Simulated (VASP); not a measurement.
Consider the following.

```yaml
crystal:
  lattice:
    - [3.91499, 0.00000, 0.00000]
    - [0.00000, 3.91499, 0.00000]
    - [0.00000, 0.00000, 3.91499]
  atoms:
    - { symbol: Sr, position: [0.00000, 0.00000, 0.00000] }
    - { symbol: Ti, position: [0.50000, 0.50000, 0.50000] }
    - { symbol: O, position: [0.50000, 0.00000, 0.50000] }
    - { symbol: O, position: [0.00000, 0.50000, 0.50000] }
    - { symbol: O, position: [0.50000, 0.50000, 0.00000] }
```

The numbers are results of optB86b-vdW, VASP's PBE PAW potentials (set 64) (plane waves; VASP), not measurements. Numerical set-up: 520 eV cut-off, Gaussian smearing of 0.050 eV, potentials Sr_sv Ti_sv O.

Question: Give the energies of bands 12 to 23 at the high-symmetry points, in eV from the valence-band maximum.

Answer: 
```json
[
 {"band": "12", "Γ": "-2.81", "X": "-4.28", "M": "-4.61", "R": "-4.57"},
 {"band": "13", "Γ": "-2.81", "X": "-2.83", "M": "-4.47", "R": "-4.13"},
 {"band": "14", "Γ": "-2.81", "X": "-2.83", "M": "-4.15", "R": "-4.13"},
 {"band": "15", "Γ": "-1.16", "X": "-2.46", "M": "-2.83", "R": "-3.71"},
 {"band": "16", "Γ": "-1.16", "X": "-2.33", "M": "-2.83", "R": "-3.71"},
 {"band": "17", "Γ": "-1.16", "X": "-2.33", "M": "-1.72", "R": "-3.71"},
 {"band": "18", "Γ": "-0.36", "X": "-1.97", "M": "-1.56", "R": "0.00"},
 {"band": "19", "Γ": "-0.36", "X": "-0.73", "M": "-1.56", "R": "0.00"},
 {"band": "20", "Γ": "-0.36", "X": "-0.73", "M": "-0.09", "R": "0.00"},
 {"band": "21", "Γ": "1.83", "X": "2.00", "M": "3.73", "R": "4.39"},
 {"band": "22", "Γ": "1.83", "X": "3.72", "M": "3.73", "R": "4.39"},
 {"band": "23", "Γ": "1.83", "X": "3.72", "M": "4.17", "R": "4.39"}
]
```

The gap is indirect, 1.83 eV, from the valence maximum at R to the conduction minimum at Γ.

Measured: gap 3.59 eV (computed value off by -1.76 eV), as given by Anna Miglio et al., npj Computational Materials (2020), arXiv:2011.12765 [zero-point renormalisation of 336 meV (experimental, the table's column) added back].

The compound is SrTiO3 in the cubic perovskite structure, the ideal cubic form; the compound distorts at low or room temperature. It was relaxed first.
